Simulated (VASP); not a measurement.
OSZICAR of a VASP run on SnTe (rock salt):

OSZICAR:
```
       N       E                     dE             d eps       ncg     rms          rms(c)
DAV:   1     0.126924499924E+03    0.12692E+03   -0.96827E+03   560   0.165E+03
DAV:   2     0.228048594688E+01   -0.12464E+03   -0.12245E+03   590   0.394E+02
DAV:   3    -0.859541714592E+01   -0.10876E+02   -0.10738E+02   716   0.103E+02
DAV:   4    -0.888357150632E+01   -0.28815E+00   -0.28805E+00   662   0.182E+01
DAV:   5    -0.889429903931E+01   -0.10728E-01   -0.10727E-01   780   0.330E+00    0.516E+00
DAV:   6    -0.884422227508E+01    0.50077E-01   -0.10939E-01   780   0.274E+00    0.329E+00
DAV:   7    -0.883988649632E+01    0.43358E-02   -0.40074E-02   700   0.127E+00    0.667E-01
DAV:   8    -0.883890817439E+01    0.97832E-03   -0.67906E-03   676   0.760E-01    0.156E-01
DAV:   9    -0.883894087319E+01   -0.32699E-04   -0.51494E-04   678   0.225E-01    0.586E-02
DAV:  10    -0.883892538163E+01    0.15492E-04   -0.51725E-05   694   0.710E-02    0.275E-02
DAV:  11    -0.883892548839E+01   -0.10676E-06   -0.25307E-05   694   0.447E-02    0.124E-02
DAV:  12    -0.883892481395E+01    0.67444E-06   -0.32655E-06   566   0.170E-02
   1 F= -.88389248E+01 E0= -.88389248E+01  d E =-.883892E+01
```

Question: Which electronic solver shows in the log?

Answer: It is blocked Davidson (ALGO = Normal, or the opening steps of other solvers). The INCAR had ALGO = Normal.

Question: Can the final energy be trusted as converged?

Answer: The run converged. It stopped with EDIFF = 1E-6, NELM = 100, NSW = 60 and EDIFFG = -0.01 after 1 ionic step (LDA (Ceperley-Alder, Perdew-Zunger), plane waves, VASP's LDA PAW potentials (set 64)).

The compound is SnTe in the rock salt structure, which distorts at low temperature. It was relaxed first. The start is the result of an earlier pass.
